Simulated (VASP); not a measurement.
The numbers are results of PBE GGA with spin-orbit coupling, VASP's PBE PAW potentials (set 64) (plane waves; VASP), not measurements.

Input for VASP

File KPOINTS:
```
Automatic mesh
0
Gamma
5 5 1
0 0 0
```

### POSCAR
```
TiSb
1
    4.4694230000     0.0000000000     0.0000000000
   -2.2347110000     3.8706340000     0.0000000000
    0.0000000000     0.0000000000    14.0000000000
Ti Sb
1 1
Direct
  0.6697220000   0.3318960000   0.4994200000
  0.3302780000   0.6681040000   0.5005800000
```

INCAR:
```
! general
SYSTEM        = TiSb
PREC          = Accurate
ENCUT         = 300
LREAL         = .False.
LASPH         = .True.

! electronic loop
EDIFF         = 1E-6
NELM          = 100
ALGO          = Normal
LMAXMIX       = 4

! smearing
ISMEAR        = 0
SIGMA         = 0.272

! functional
GGA           = PE
GGA_COMPAT    = .False.

! spin
MAGMOM        = 6*0.0
LSORBIT       = .True.
LNONCOLLINEAR = .True.

! ions
ISIF          = 2

! output
LWAVE         = .False.
LCHARG        = .False.
LORBIT        = 11
```

POTCAR, in this order: Ti_sv Sb (PBE.64 set). Program: vasp_ncl.

What VASP printed:

### OSZICAR
```
       N       E                     dE             d eps       ncg     rms          rms(c)
DAV:   1     0.989385443979E+02    0.98939E+02   -0.62944E+03  1592   0.720E+02
DAV:   2     0.360510243480E+01   -0.95333E+02   -0.92526E+02  1536   0.252E+02
DAV:   3    -0.103853624498E+02   -0.13990E+02   -0.13866E+02  2048   0.763E+01
DAV:   4    -0.122126613148E+02   -0.18273E+01   -0.17986E+01  1776   0.239E+01
DAV:   5    -0.123586269035E+02   -0.14597E+00   -0.14531E+00  1672   0.574E+00    0.903E+00
DAV:   6    -0.107912443517E+02    0.15674E+01   -0.21645E+01  1616   0.392E+01    0.684E+00
DAV:   7    -0.102353850498E+02    0.55586E+00   -0.70761E+00  1568   0.235E+01    0.324E+00
DAV:   8    -0.101580789490E+02    0.77306E-01   -0.90854E-01  1720   0.771E+00    0.109E+00
DAV:   9    -0.101443903166E+02    0.13689E-01   -0.72175E-02  1656   0.286E+00    0.523E-01
DAV:  10    -0.101437338737E+02    0.65644E-03   -0.16344E-02  1896   0.105E+00    0.471E-01
DAV:  11    -0.101430670267E+02    0.66685E-03   -0.39120E-03  1848   0.456E-01    0.645E-01
DAV:  12    -0.101427445575E+02    0.32247E-03   -0.20883E-02  1648   0.123E+00    0.206E-01
DAV:  13    -0.101425274431E+02    0.21711E-03   -0.13241E-03  1728   0.348E-01    0.110E-01
DAV:  14    -0.101421186557E+02    0.40879E-03   -0.28625E-04  1704   0.143E-01    0.605E-02
DAV:  15    -0.101413154416E+02    0.80321E-03   -0.99528E-04  1704   0.183E-01    0.815E-02
DAV:  16    -0.101413915985E+02   -0.76157E-04   -0.84097E-05  1968   0.667E-02    0.105E-01
DAV:  17    -0.101413545263E+02    0.37072E-04   -0.27448E-04  1832   0.158E-01    0.719E-02
DAV:  18    -0.101415920550E+02   -0.23753E-03   -0.19511E-04  1760   0.981E-02    0.449E-02
DAV:  19    -0.101418530342E+02   -0.26098E-03   -0.17410E-04  1576   0.995E-02    0.242E-02
DAV:  20    -0.101420706714E+02   -0.21764E-03   -0.95689E-05  1544   0.751E-02    0.178E-02
DAV:  21    -0.101421981761E+02   -0.12750E-03   -0.24747E-05  1608   0.387E-02    0.147E-02
DAV:  22    -0.101422759333E+02   -0.77757E-04   -0.12307E-05  1496   0.244E-02    0.189E-02
DAV:  23    -0.101422863233E+02   -0.10390E-04   -0.16148E-05  1392   0.312E-02    0.114E-02
DAV:  24    -0.101423691574E+02   -0.82834E-04   -0.66253E-06  1248   0.163E-02    0.596E-03
DAV:  25    -0.101424167523E+02   -0.47595E-04   -0.27365E-06  1272   0.957E-03    0.318E-03
DAV:  26    -0.101424483903E+02   -0.31638E-04   -0.20851E-06  1184   0.787E-03    0.208E-03
DAV:  27    -0.101424557504E+02   -0.73601E-05   -0.36030E-07  1016   0.391E-03    0.134E-03
DAV:  28    -0.101424584965E+02   -0.27461E-05   -0.17355E-07   896   0.194E-03    0.106E-03
DAV:  29    -0.101424591125E+02   -0.61602E-06   -0.79707E-08   864   0.161E-03
   1 F= -.10142459E+02 E0= -.10033809E+02  d E =-.217301E+00  mag=     0.0000     0.0000     0.0000
```

File OUTCAR:
```
------------------------ aborting loop because EDIFF is reached ----------------------------------------
  FORCE on cell =-STRESS in cart. coord.  units (eV):
  Direction    XX          YY          ZZ          XY          YZ          ZX
  --------------------------------------------------------------------------------------
  Total        2.7326842      3.0601206     -0.0805889      0.5100408     -0.0018346      0.0062685
  in kB       18.0775026     20.2435897     -0.5331191      3.3740686     -0.0121366      0.0414677
  external PRESSURE =      12.5959910 kB  Pullay stress =       0.0000000 kB
  volume of cell :      242.19
      direct lattice vectors                 reciprocal lattice vectors
     4.469423000  0.000000000  0.000000000     0.223742528  0.129177775  0.000000000
    -2.234711000  3.870634000  0.000000000     0.000000000  0.258355608  0.000000000
     0.000000000  0.000000000 14.000000000     0.000000000  0.000000000  0.071428571
 POSITION                                       TOTAL-FORCE (eV/Angst)
 -----------------------------------------------------------------------------------
      2.25158      1.28465      6.99188        -0.383465      0.116173     -0.013389
     -0.01687      2.58599      7.00812         0.383465     -0.116173      0.013389
 -----------------------------------------------------------------------------------
    total drift:                                0.000253     -0.000088     -0.000749
  FREE ENERGIE OF THE ION-ELECTRON SYSTEM (eV)
  ---------------------------------------------------
  free  energy   TOTEN  =       -10.1424591125 eV

  energy  without entropy=       -9.9251584957  energy(sigma->0) =      -10.03380880

 total charge

# of ion       s       p       d       tot
------------------------------------------
    1        2.181   6.069   1.963  10.213
    2        1.135   1.477   0.019   2.631
--------------------------------------------------
tot          3.316   7.546   1.982  12.844

 magnetization (x)

# of ion       s       p       d       tot
------------------------------------------
    1       -0.000   0.000   0.000   0.000
    2        0.000   0.000   0.000   0.000
--------------------------------------------------
tot         -0.000   0.000   0.000   0.000

 magnetization (y)

# of ion       s       p       d       tot
------------------------------------------
    1        0.000   0.000   0.000   0.000
    2        0.000  -0.000   0.000   0.000
--------------------------------------------------
tot          0.000   0.000   0.000   0.000

 magnetization (z)

# of ion       s       p       d       tot
------------------------------------------
    1       -0.000   0.000   0.000   0.000
    2        0.000   0.000   0.000   0.000
--------------------------------------------------
tot         -0.000   0.000   0.000   0.000

 Ion:    1  E_soc:     -0.0135612

 Ion:    2  E_soc:     -0.1270182
```
(Selected blocks of OUTCAR.)

At this cut-off the stress carries a Pulay error, which pulls relaxed volumes low. The cell holds a wide vacuum, so values per volume refer to the whole cell.

The cell is a sheet with vacuum, built from a generated structure.
